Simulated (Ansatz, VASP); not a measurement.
# InNi3N in two plane-wave programs, part 2 of 2

One calculation is typed for both programs; each brings its own data sets. How far apart do they land? The cell is taken from a series of runs on this material, whose earlier steps may have relaxed, scaled, displaced or heated it; both programs get it as it stands.

VASP 6.6.1 and Ansatz 0.2.0.

So far: The starting structure; Ansatz: relaxation of cell and atoms, PBEsol.

### Step 3. VASP: relaxation of cell and atoms, PBEsol

Level of this step: PBEsol, no spin polarisation; plane waves and PAW (In_d, Ni, N) (VASP).

The same cell, functional, mesh and smearing now go to VASP, with its own data sets.

Lines of VASP's logs that name or quote its potential files are left out, and so is its time.

The input, INCAR:

```
SYSTEM = InNi3N
PREC = Accurate
ENCUT = 600
EDIFF = 1E-07
NELM = 120
ISMEAR = 1
SIGMA = 0.2
LREAL = .FALSE.
ALGO = Normal
GGA = PS
NBANDS = 30
LASPH = .TRUE.
LORBIT = 11
LWAVE = .FALSE.
LCHARG = .FALSE.
ISIF = 3
IBRION = 2
NSW = 80
EDIFFG = -0.005
GGA_COMPAT = .FALSE.
NELMIN = 4
KPAR = 2
```

The input, POSCAR:

```
InNi3N
1.0
    3.8187830000      0.0000000000      0.0000000000
    0.0000000000      3.8187830000      0.0000000000
    0.0000000000      0.0000000000      3.8187830000
In Ni N
1 3 1
Direct
    0.0000000000      0.0000000000      0.0000000000
    0.4999998691      0.4999998691      0.0000000000
    0.4999998691      0.0000000000      0.4999998691
    0.0000000000      0.4999998691      0.4999998691
    0.4999998691      0.4999998691      0.4999998691
```

The input, KPOINTS:

```
Automatic mesh
0
Gamma
12 12 12
0 0 0
```

PAW data sets: In_d, Ni and N (PBE family, release 64).

Started as:

```bash
> mpirun -np 2 vasp_std
```

Numbers of over 12 decimals in the logs are rounded to 6 here.

What it wrote:

```text
[banner, memory and clock lines left out]
running    2 mpi-ranks, on    1 nodes
 distrk:  each k-point on    1 cores,    2 groups
 distr:  one band on    1 cores,    1 groups

 POSCAR found type information on POSCAR InNiN
 POSCAR found :  3 types and       5 ions
|                                                                             |
|               ----> ADVICE to this user running VASP <----                  |
|                                                                             |
|     You enforced a specific xc type in the INCAR file but a different       |
|     [... a line on the potential file left out ...]
|     I HOPE YOU KNOW WHAT YOU ARE DOING!                                     |
|                                                                             |

 LDA part: xc-table for (Slater+PW92), standard interpolation
 POSCAR, INCAR and KPOINTS ok, starting setup
 FFT: planning ... GRIDC
 FFT: planning ... GRID_SOFT
 FFT: planning ... GRID
 WAVECAR not read
 entering main loop
       N       E                     dE             d eps       ncg     rms          rms(c)
DAV:   1     0.422902105110E+03    0.42290E+03   -0.24191E+04  5080   0.261E+03
DAV:   2     0.159152521141E+02   -0.40699E+03   -0.38743E+03  5058   0.497E+02
DAV:   3    -0.330406979677E+02   -0.48956E+02   -0.46541E+02  6008   0.191E+02
DAV:   4    -0.352706223419E+02   -0.22299E+01   -0.21962E+01  5734   0.407E+01
DAV:   5    -0.353495808676E+02   -0.78959E-01   -0.78919E-01  6548   0.740E+00    0.231E+01
DAV:   6    -0.346197943316E+02    0.72979E+00   -0.43445E+01  6490   0.969E+01    0.190E+01
DAV:   7    -0.309326216628E+02    0.36872E+01   -0.14172E+01  6296   0.675E+01    0.675E+00
DAV:   8    -0.309238562546E+02    0.87654E-02   -0.14131E+00  5768   0.865E+00    0.264E+00
DAV:   9    -0.308984497371E+02    0.25407E-01   -0.49622E-02  7796   0.262E+00    0.115E+00
DAV:  10    -0.308967847853E+02    0.16650E-02   -0.24651E-02  7116   0.151E+00    0.583E-01
DAV:  11    -0.308968157639E+02   -0.30979E-04   -0.25652E-03  6608   0.671E-01    0.627E-02
DAV:  12    -0.308966848094E+02    0.13095E-03   -0.60763E-04  7296   0.430E-01    0.754E-02
DAV:  13    -0.308966747736E+02    0.10036E-04   -0.69321E-05  7710   0.944E-02    0.317E-02
DAV:  14    -0.308966761532E+02   -0.13795E-05   -0.13171E-05  5866   0.235E-02    0.350E-02
DAV:  15    -0.308966762215E+02   -0.68356E-07   -0.25386E-06  6442   0.104E-02    0.285E-02
DAV:  16    -0.308966771719E+02   -0.95043E-06   -0.64392E-06  8404   0.221E-02    0.201E-02
DAV:  17    -0.308966745066E+02    0.26654E-05   -0.18531E-06  7502   0.111E-02    0.150E-02
DAV:  18    -0.308966737423E+02    0.76432E-06   -0.86356E-07  5596   0.545E-03    0.110E-02
DAV:  19    -0.308966735498E+02    0.19250E-06   -0.78827E-08  3564   0.205E-03    0.950E-03
DAV:  20    -0.308966733727E+02    0.17711E-06   -0.42347E-08  3050   0.136E-03    0.852E-03
DAV:  21    -0.308966730913E+02    0.28138E-06   -0.16799E-07  4746   0.215E-03    0.655E-03
DAV:  22    -0.308966726838E+02    0.40748E-06   -0.71132E-07  5968   0.498E-03    0.145E-03
DAV:  23    -0.308966726736E+02    0.10160E-07   -0.10613E-07  3942   0.257E-03
   1 F= -.30896673E+02 E0= -.30896973E+02  d E =-.308967E+02
 curvature:   0.00 expect dE= 0.000E+00 dE for cont linesearch  0.000E+00
 trial: gam= 0.00000 g(F)=  0.000E+00 g(S)=  0.774E-04 ort = 0.000E+00 (trialstep = 0.100E+01)
 search vector abs. value=  0.774E-04
 bond charge predicted
       N       E                     dE             d eps       ncg     rms          rms(c)
DAV:   1    -0.308982235001E+02   -0.15508E-02   -0.23286E-02  5136   0.225E+00    0.324E-01
DAV:   2    -0.308976747714E+02    0.54873E-03   -0.12196E-02  5246   0.176E+00    0.222E-01
DAV:   3    -0.308967403537E+02    0.93442E-03   -0.34674E-03  5832   0.102E+00    0.720E-02
DAV:   4    -0.308966771988E+02    0.63155E-04   -0.18378E-04  7236   0.179E-01    0.313E-02
DAV:   5    -0.308966685101E+02    0.86887E-05   -0.12159E-05  7824   0.402E-02    0.191E-02
DAV:   6    -0.308966659522E+02    0.25578E-05   -0.24495E-06  5586   0.142E-02    0.301E-03
DAV:   7    -0.308966659004E+02    0.51794E-07   -0.46758E-07  6744   0.107E-02
   2 F= -.30896666E+02 E0= -.30896968E+02  d E =0.677321E-05
 trial-energy change:    0.000007  1 .order    0.000004   -0.000077    0.000086
 step:   0.4504(harm=  0.4750)  dis= 0.00000  next Energy=   -30.896690 (dE=-0.172E-04)
 bond charge predicted
       N       E                     dE             d eps       ncg     rms          rms(c)
DAV:   1    -0.308971570504E+02   -0.49110E-03   -0.70347E-03  5112   0.124E+00    0.179E-01
DAV:   2    -0.308969936817E+02    0.16337E-03   -0.36973E-03  5266   0.970E-01    0.122E-01
DAV:   3    -0.308967097445E+02    0.28394E-03   -0.10493E-03  5798   0.561E-01    0.393E-02
DAV:   4    -0.308966917728E+02    0.17972E-04   -0.55722E-05  7212   0.978E-02    0.173E-02
DAV:   5    -0.308966900664E+02    0.17064E-05   -0.36909E-06  7876   0.223E-02    0.106E-02
DAV:   6    -0.308966899758E+02    0.90522E-07   -0.74717E-07  5560   0.799E-03
   3 F= -.30896690E+02 E0= -.30896991E+02  d E =-.173022E-04
 curvature:  -0.24 expect dE=-0.100E-05 dE for cont linesearch -0.100E-05
 trial: gam= 0.00000 g(F)=  0.117E-47 g(S)=  0.424E-05 ort =-0.181E-04 (trialstep = 0.890E+00)
 search vector abs. value=  0.424E-05
 reached required accuracy - stopping structural energy minimisation
```

From OUTCAR (step 3):

```text
ion  position               nearest neighbor table
   1  0.000  0.000  0.000-   2 2.70   3 2.70   4 2.70   3 2.70   4 2.70   2 2.70   4 2.70   2 2.70
                             3 2.70   4 2.70   3 2.70   2 2.70
   2  0.500  0.500  0.000-   5 1.91   5 1.91   4 2.70   1 2.70   3 2.70   4 2.70   1 2.70   3 2.70
                             3 2.70   4 2.70   1 2.70   4 2.70   3 2.70   1 2.70
   3  0.500  0.000  0.500-   5 1.91   5 1.91   4 2.70   1 2.70   2 2.70   4 2.70   1 2.70   2 2.70
                             2 2.70   4 2.70   1 2.70   1 2.70   4 2.70   2 2.70
   4  0.000  0.500  0.500-   5 1.91   5 1.91   3 2.70   1 2.70   2 2.70   3 2.70   1 2.70   2 2.70
                             2 2.70   3 2.70   1 2.70   1 2.70   3 2.70   2 2.70
   5  0.500  0.500  0.500-   2 1.91   3 1.91   4 1.91   4 1.91   3 1.91   2 1.91

  LATTYP: Found a simple cubic cell.
 ALAT       =     3.8187830000

 Subroutine GETGRP returns: Found 48 space group operations
 (whereof 48 operations were pure point group operations)

The static configuration has the point symmetry O_h .

 Found     84 irreducible k-points:

   k-points           NKPTS =     84   k-points in BZ     NKDIM =     84   number of bands    NBANDS=     30

   dimension x,y,z NGX =    32 NGY =   32 NGZ =   32
   dimension x,y,z NGXF=    64 NGYF=   64 NGZF=   64

   ENCUT  =  600.0 eV  44.10 Ry    6.64 a.u.   7.63  7.63  7.63*2*pi/ulx,y,z

   NELECT =      48.0000    total number of electrons

 k-points in reciprocal lattice and weights: Automatic mesh
   0.00000000  0.00000000  0.00000000       0.001
   0.08333333  0.00000000  0.00000000       0.003
   0.16666667  0.00000000  0.00000000       0.003
   0.25000000  0.00000000  0.00000000       0.003
   0.33333333  0.00000000  0.00000000       0.003
   0.41666667  0.00000000  0.00000000       0.003
   0.50000000  0.00000000  0.00000000       0.002
   0.08333333  0.08333333  0.00000000       0.007
   0.16666667  0.08333333  0.00000000       0.014
[...]
0.50000000  0.50000000  0.41666667       0.003
   0.50000000  0.50000000  0.50000000       0.001

 average (electrostatic) potential at core
       1 -90.5979       2 -80.6510       3 -80.6510       4 -80.6510       5 -59.7057

 E-fermi :  10.7024

 k-point     1 :       0.0000    0.0000    0.0000
  band No.  band energies     occupation
    ...
     20       9.1259      2.00000
     21       9.8105      2.00000
     22       9.8106      2.00000
     23       9.8106      2.00000
     24       9.9618      2.00000
     25      11.5591     -0.00000
     26      13.0532     -0.00000
     27      13.0532     -0.00000
     28      13.0532     -0.00000
     29      15.7618      0.00000
    ...

 k-point     2 :       0.0833    0.0000    0.0000
  band No.  band energies     occupation
    ...
     20       9.1152      2.00000
     21       9.8106      2.00000
     22       9.8147      2.00000
     23       9.8147      2.00000
     24       9.9365      2.00000
     25      11.5915     -0.00000
     26      12.7818     -0.00000
     27      13.1523     -0.00000
     28      13.1523     -0.00000
     29      15.7838      0.00000
    ...

 k-point     3 :       0.1667    0.0000    0.0000
  band No.  band energies     occupation
    ...
     20       9.0855      2.00000
     21       9.8108      2.00000
     22       9.8282      2.00000
     23       9.8282      2.00000
     24       9.8619      2.00000
     25      11.6940     -0.00000
     26      12.3333     -0.00000
     27      13.4213     -0.00000
     28      13.4213     -0.00000
     29      15.8528      0.00000
    ...

  Total       -0.0121027     -0.0121027     -0.0121027     -0.0000000     -0.0000000      0.0000000
  in kB       -0.3479560     -0.3479560     -0.3479560     -0.0000000     -0.0000000      0.0000000
  external PRESSURE =      -0.3479560 kB  Pullay stress =       0.0000000 kB

  energy-cutoff  :      600.00
  volume of cell :       55.73
      direct lattice vectors                 reciprocal lattice vectors
     3.819641456  0.000000000 -0.000000000     0.261804678  0.000000000 -0.000000000
    -0.000000000  3.819641456  0.000000000    -0.000000000  0.261804678  0.000000000
     0.000000000  0.000000000  3.819641456     0.000000000 -0.000000000  0.261804678

 POSITION                                       TOTAL-FORCE (eV/Angst)
 -----------------------------------------------------------------------------------
      0.00000      0.00000      0.00000         0.000000      0.000000      0.000000
      1.90982      1.90982     -0.00000        -0.000000      0.000000      0.000000
      1.90982      0.00000      1.90982         0.000000      0.000000      0.000000
     -0.00000      1.90982      1.90982        -0.000000      0.000000      0.000000
      1.90982      1.90982      1.90982        -0.000000      0.000000      0.000000
 -----------------------------------------------------------------------------------
    total drift:                                0.000334      0.000334      0.000334

  FREE ENERGIE OF THE ION-ELECTRON SYSTEM (eV)
  ---------------------------------------------------
  free  energy   TOTEN  =       -30.8966899758 eV

  energy  without entropy=      -30.8975937878  energy(sigma->0) =      -30.89699125

 reached required accuracy - stopping structural energy minimisation

 total charge
# of ion       s       p       d       tot
------------------------------------------
    1        0.832   0.837   9.911  11.580
    2        0.420   0.551   8.513   9.484
    3        0.420   0.551   8.513   9.484
    4        0.420   0.551   8.513   9.484
    5        1.213   2.459   0.000   3.671
--------------------------------------------------
tot          3.306   4.947  35.449  43.703

[... 3 further parts left out ...]
```

CONTCAR:

```
InNi3N
   1.00000000000000
     3.8196414556754856    0.0000000000000000   -0.0000000000000000
    -0.0000000000000000    3.8196414556754856    0.0000000000000000
     0.0000000000000000    0.0000000000000000    3.8196414556754856
  In              Ni              N
     1     3     1
Direct
     0.0000000000000000    0.0000000000000000    0.0000000000000000
     0.4999998691000016    0.4999998691000016    0.0000000000000000
     0.4999998691000016    0.0000000000000000    0.4999998691000016
     0.0000000000000000    0.4999998691000016    0.4999998691000016
     0.4999998691000016    0.4999998691000016    0.4999998691000016
```

### Step 4. Side by side

Known differences besides the potentials themselves: the data sets hold 72 valence electrons in Ansatz (on its PAW soft_1 files) and 48 in VASP; the cutoff is 420 eV in Ansatz and 600 eV in VASP; Ansatz makes its cores anew for this functional, VASP keeps those of its PBE data sets; Ansatz adds a Pulay correction to the stress that steers its cell, VASP none. Total energies have different zeros and are not compared.

Both answers:

```csv
quantity,Ansatz,VASP,difference
volume (Å³),55.69,55.73,-0.06 %
"edge a after relaxation, in the typed setting (Å)",3.819,3.820,-0.02 %
```

### Step 5. Outcome

| Item | Value |
| --- | --- |
| difference in volume (relaxation of cell and atoms, PBEsol) | -0.064 % |

The difference in volume is -0.064 % (relaxation of cell and atoms, PBEsol), within the 1.2 % picked in this series as the mark of a large difference, as far as the stopping tolerances let one tell. The data sets hold unlike numbers of valence electrons (72 in Ansatz and 48 in VASP), so part of the differences comes from the potentials. 1 further run of this series is not shown here. Such differences can come from data sets, numerical settings and the points named under the comparisons, not from the functional's error against experiment.

[Lines on the potential files, build, host, timing and source positions are cut from VASP's logs without a mark.]

[Logs are printed without paths, hosts, clocks, repeated set-up lines and the standing remarks that a program may print on its own settings, such as how far it seeks lower states.]

[Hosts, paths, dates, database ids (printed as entryN), source tags and the programs' standing remarks are cut or masked in the printed files.]
